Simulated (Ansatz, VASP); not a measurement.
## TiO2 (Rutile) in two plane-wave programs

Aim: how closely do two programs agree when they are given the same cell, functional and k mesh? The cell is taken from a series of runs on this material, whose earlier steps may have relaxed, scaled, displaced or heated it; both programs get it as it stands.

Main program and level: Ansatz 0.2.0; plane waves, with VASP 6.6.1 beside it; relaxation of cell and atoms at PBE with D3(BJ).

### Step 1. The structure

Symmetry: P4_2/mnm, No. 136, tetragonal system. The conventional cell has a = 4.608 Å, b = 4.608 Å, c = 2.954 Å, α = 90.00°, β = 90.00°, γ = 90.00°. Ti has 6 O at 1.95 to 1.98 Å nearest. Nearest to O lie 3 Ti at 1.95 to 1.98 Å. Farther neighbours and most contacts between anions are not listed.

Structure file:

```xyz
6
Lattice="4.6081 0.0000 0.0000 0.0000 4.6081 0.0000 0.0000 0.0000 2.9543" Properties=species:S:1:pos:R:3 pbc="T T T"
Ti    0.0000    0.0000    0.0000
Ti    2.3041    2.3041    1.4771
O     1.4026    1.4026    0.0000
O     0.9015    3.7067    1.4771
O     3.2055    3.2055    0.0000
O     3.7067    0.9015    1.4771
```

### Step 2. VASP: relaxation of cell and atoms, PBE with D3(BJ)

The relaxed volume is the usual yardstick between codes: in a stiff, nearly cubic crystal its relative difference is about their pressure difference at one cell divided by the bulk modulus.

Lines of VASP's logs that name or quote its potential files are left out, and so is its time.

INCAR reads:

```
SYSTEM = TiO2
PREC = Accurate
ENCUT = 600
EDIFF = 1E-07
NELM = 120
ISMEAR = 0
SIGMA = 0.01
LREAL = .FALSE.
ALGO = Normal
GGA = PE
IVDW = 12
NBANDS = 30
LASPH = .TRUE.
LORBIT = 11
LWAVE = .FALSE.
LCHARG = .FALSE.
ISIF = 3
IBRION = 2
NSW = 80
EDIFFG = -0.005
GGA_COMPAT = .FALSE.
NELMIN = 4
EFERMI = MIDGAP
KPAR = 2
```

POSCAR reads:

```
TiO2
1.0
    4.6081430000      0.0000000000      0.0000000000
    0.0000000000      4.6081430000      0.0000000000
    0.0000000000      0.0000000000      2.9542920000
Ti O
2 4
Direct
    0.0000000000      0.0000000000      0.0000000000
    0.4999998915      0.4999998915      0.5000000000
    0.3043774900      0.3043774900      0.0000000000
    0.1956226185      0.8043773815      0.5000000000
    0.6956225100      0.6956225100      0.0000000000
    0.8043773815      0.1956226185      0.5000000000
```

KPOINTS reads:

```
Automatic mesh
0
Gamma
6 6 8
0 0 0
```

Potentials, in the order of the species: Ti_sv and O (PBE family, release 64).

Launch:

```console
$ mpirun -np 2 vasp_std
```

Numbers of over 12 decimals in the logs are rounded to 6 here.

Output:

```text
[banner, memory and clock lines left out]
running    2 mpi-ranks, on    1 nodes
 distrk:  each k-point on    1 cores,    2 groups
 distr:  one band on    1 cores,    1 groups

 POSCAR found type information on POSCAR TiO
 POSCAR found :  2 types and       6 ions
 LDA part: xc-table for (Slater+PW92), standard interpolation
 POSCAR, INCAR and KPOINTS ok, starting setup
 FFT: planning ... GRIDC
 FFT: planning ... GRID_SOFT
 FFT: planning ... GRID
 WAVECAR not read
 entering main loop
       N       E                     dE             d eps       ncg     rms          rms(c)
DAV:   1     0.710675955936E+03    0.71068E+03   -0.27058E+04  3000   0.208E+03
DAV:   2     0.537095416504E+02   -0.65697E+03   -0.62381E+03  3150   0.586E+02
DAV:   3    -0.655671611417E+02   -0.11928E+03   -0.11559E+03  4456   0.216E+02
DAV:   4    -0.709596404308E+02   -0.53925E+01   -0.53837E+01  4202   0.479E+01
DAV:   5    -0.711646555341E+02   -0.20502E+00   -0.20496E+00  4068   0.777E+00    0.313E+01
DAV:   6    -0.541744097944E+02    0.16990E+02   -0.10305E+02  3676   0.974E+01    0.117E+01
DAV:   7    -0.538930837912E+02    0.28133E+00   -0.15503E+01  3586   0.330E+01    0.819E+00
DAV:   8    -0.537391208980E+02    0.15396E+00   -0.30823E+00  3540   0.172E+01    0.358E+00
DAV:   9    -0.536598022067E+02    0.79319E-01   -0.68302E-01  4010   0.727E+00    0.108E+00
DAV:  10    -0.536686424850E+02   -0.88403E-02   -0.71598E-02  3606   0.212E+00    0.495E-01
DAV:  11    -0.536648866799E+02    0.37558E-02   -0.19857E-02  3748   0.104E+00    0.699E-02
DAV:  12    -0.536649731377E+02   -0.86458E-04   -0.19022E-03  3470   0.471E-01    0.925E-02
DAV:  13    -0.536648777421E+02    0.95396E-04   -0.33371E-04  3532   0.192E-01    0.134E-02
DAV:  14    -0.536648847025E+02   -0.69604E-05   -0.55149E-05  4240   0.658E-02    0.195E-02
DAV:  15    -0.536648816911E+02    0.30114E-05   -0.25930E-05  3906   0.522E-02    0.258E-03
DAV:  16    -0.536648816330E+02    0.58071E-07   -0.11539E-06  3854   0.109E-02    0.111E-03
DAV:  17    -0.536648817577E+02   -0.12472E-06   -0.75221E-08  1854   0.265E-03    0.141E-04
DAV:  18    -0.536648817505E+02    0.72641E-08   -0.20160E-08  1578   0.113E-03
   1 F= -.55149285E+02 E0= -.55149285E+02  d E =-.551493E+02
[...]
2 F= -.55149148E+02 E0= -.55149148E+02  d E =0.136814E-03
[...]
3 F= -.55149478E+02 E0= -.55149478E+02  d E =-.193536E-03
 curvature:  -0.22 expect dE=-0.221E-05 dE for cont linesearch -0.258E-08
 ZBRENT: interpolating
 opt :   0.4410  next Energy=   -55.149478 (dE=-0.194E-03)
 bond charge predicted
       N       E                     dE             d eps       ncg     rms          rms(c)
DAV:   1    -0.536678753287E+02   -0.55180E-04   -0.16146E-05  3960   0.412E-02    0.588E-03
DAV:   2    -0.536678751131E+02    0.21567E-06   -0.15106E-06  3764   0.112E-02    0.254E-03
DAV:   3    -0.536678750010E+02    0.11202E-06   -0.54807E-07  2898   0.470E-03    0.679E-04
DAV:   4    -0.536678749640E+02    0.37022E-07   -0.88956E-08  1724   0.171E-03
   4 F= -.55149478E+02 E0= -.55149478E+02  d E =-.193550E-03
 curvature:  -0.22 expect dE=-0.244E-05 dE for cont linesearch -0.547E-07
 trial: gam= 0.02926 g(F)=  0.433E-05 g(S)=  0.687E-05 ort =-0.150E-04 (trialstep = 0.888E+00)
 search vector abs. value=  0.111E-04
 reached required accuracy - stopping structural energy minimisation
```

OUTCAR, selected parts (step 2):

```text
ion  position               nearest neighbor table
   1  0.000  0.000  0.000-   4 1.95   6 1.95   4 1.95   6 1.95   5 1.98   3 1.98
   2  0.500  0.500  0.500-   3 1.95   3 1.95   5 1.95   5 1.95   4 1.98   6 1.98
   3  0.304  0.304  0.000-   2 1.95   2 1.95   1 1.98
   4  0.196  0.804  0.500-   1 1.95   1 1.95   2 1.98
   5  0.696  0.696  0.000-   2 1.95   2 1.95   1 1.98
   6  0.804  0.196  0.500-   1 1.95   1 1.95   2 1.98

  LATTYP: Found a simple tetragonal cell.
 ALAT       =     4.6081430000
 C/A-ratio  =     0.6411025005

 Subroutine GETGRP returns: Found 16 space group operations
 (whereof  8 operations were pure point group operations)

The static configuration has the point symmetry D_2h.
 The point group associated with its full space group is D_4h.

 Found     50 irreducible k-points:

   k-points           NKPTS =     50   k-points in BZ     NKDIM =     50   number of bands    NBANDS=     30

   dimension x,y,z NGX =    40 NGY =   40 NGZ =   24
   dimension x,y,z NGXF=    80 NGYF=   80 NGZF=   48

   ENCUT  =  600.0 eV  44.10 Ry    6.64 a.u.   9.20  9.20  5.90*2*pi/ulx,y,z

   NELECT =      48.0000    total number of electrons

 k-points in reciprocal lattice and weights: Automatic mesh
   0.00000000  0.00000000  0.00000000       0.003
   0.16666667  0.00000000  0.00000000       0.014
   0.33333333  0.00000000  0.00000000       0.014
   0.50000000  0.00000000  0.00000000       0.007
   0.16666667  0.16666667  0.00000000       0.014
   0.33333333  0.16666667  0.00000000       0.028
   0.50000000  0.16666667  0.00000000       0.014
   0.33333333  0.33333333  0.00000000       0.014
   0.50000000  0.33333333  0.00000000       0.014
[...]
0.50000000  0.33333333  0.50000000       0.014
   0.50000000  0.50000000  0.50000000       0.003

 Edisp (eV)   -1.48166

 average (electrostatic) potential at core
       1 -76.3061       2 -76.3061       3 -69.3698       4 -69.3697       5 -69.3697
       6 -69.3697

 E-fermi :   5.6951

 k-point     1 :       0.0000    0.0000    0.0000
  band No.  band energies     occupation
    ...
     20       2.8199      2.00000
     21       4.0807      2.00000
     22       4.3227      2.00000
     23       4.3227      2.00000
     24       4.7779      2.00000
     25       6.6123      0.00000
     26       6.8934      0.00000
     27       7.1558      0.00000
     28       7.2519      0.00000
     29       7.2520      0.00000
    ...

 k-point     2 :       0.1667    0.0000    0.0000
  band No.  band energies     occupation
    ...
     20       2.8338      2.00000
     21       3.8335      2.00000
     22       3.9061      2.00000
     23       4.1054      2.00000
     24       4.6798      2.00000
     25       6.7620      0.00000
     26       7.0865      0.00000
     27       7.3545      0.00000
     28       7.3600      0.00000
     29       7.4032      0.00000
    ...

 k-point     3 :       0.3333    0.0000    0.0000
  band No.  band energies     occupation
    ...
     20       2.7826      2.00000
     21       2.9213      2.00000
     22       3.5245      2.00000
     23       3.8938      2.00000
     24       4.3818      2.00000
     25       7.0513      0.00000
     26       7.3000      0.00000
     27       7.6022      0.00000
     28       7.6747      0.00000
     29       7.7941      0.00000
    ...

 Edisp (eV)   -1.48160

  Total      -0.02051    -0.02051     0.00360    -0.00000     0.00000     0.00000
  in kB      -0.52279    -0.52279     0.09187    -0.00000     0.00000     0.00000
  external pressure =       -0.32 kB  Pullay stress =        0.00 kB

  energy-cutoff  :      600.00
  volume of cell :       62.85
      direct lattice vectors                 reciprocal lattice vectors
     4.610344800  0.000000000  0.000000000     0.216903517 -0.000000000  0.000000000
     0.000000000  4.610344800  0.000000000    -0.000000000  0.216903517  0.000000000
     0.000000000  0.000000000  2.956870434     0.000000000  0.000000000  0.338195407

 POSITION                                       TOTAL-FORCE (eV/Angst)
 -----------------------------------------------------------------------------------
      0.00000      4.61034      0.00000         0.000000      0.000000      0.000000
      2.30517      2.30517      1.47844        -0.000000      0.000000      0.000000
      1.40292      1.40292      0.00000        -0.003349     -0.003349      0.000000
      0.90226      3.70809      1.47844         0.003349     -0.003349      0.000000
      3.20743      3.20743      0.00000         0.003349      0.003349      0.000000
      3.70809      0.90226      1.47844        -0.003349      0.003349      0.000000
 -----------------------------------------------------------------------------------
    total drift:                                0.000972      0.000972     -0.000001

  FREE ENERGIE OF THE ION-ELECTRON SYSTEM (eV)
  ---------------------------------------------------
  free  energy   TOTEN  =       -55.1494780722 eV

  energy  without entropy=      -55.1494780722  energy(sigma->0) =      -55.14947807

 reached required accuracy - stopping structural energy minimisation

 total charge
# of ion       s       p       d       tot
------------------------------------------
    1        2.220   6.297   1.710  10.227
    2        2.220   6.297   1.710  10.227
    3        1.569   3.501   0.000   5.070
    4        1.569   3.501   0.000   5.070
    5        1.569   3.501   0.000   5.070
    6        1.569   3.501   0.000   5.070
--------------------------------------------------
tot         10.716  26.596   3.420  40.732

[... 3 further parts left out ...]
```

CONTCAR:

```
TiO2
   1.00000000000000
     4.6103448000719629    0.0000000000000000    0.0000000000000000
     0.0000000000000000    4.6103448000719629    0.0000000000000000
     0.0000000000000000    0.0000000000000000    2.9568704340313445
  Ti              O
     2     4
Direct
     0.0000000000000000    1.0000000000000000    0.0000000000000000
     0.4999998915000035    0.4999998915000035    0.5000000000000000
     0.3042976012950451    0.3042976012950451    0.0000000000000000
     0.1957025072049586    0.8042974927950415    0.5000000000000000
     0.6957023987049549    0.6957023987049549    0.0000000000000000
     0.8042974927950415    0.1957025072049586    0.5000000000000000
```

(Continued in part 2 of 2.)

[Lines on the potential files, build, host, timing and source positions are cut from VASP's logs without a mark.]

[Logs are printed without paths, hosts, clocks, repeated set-up lines and the standing remarks that a program may print on its own settings, such as how far it seeks lower states.]

[Hosts, paths, dates, database ids (printed as entryN), source tags and the programs' standing remarks are cut or masked in the printed files.]
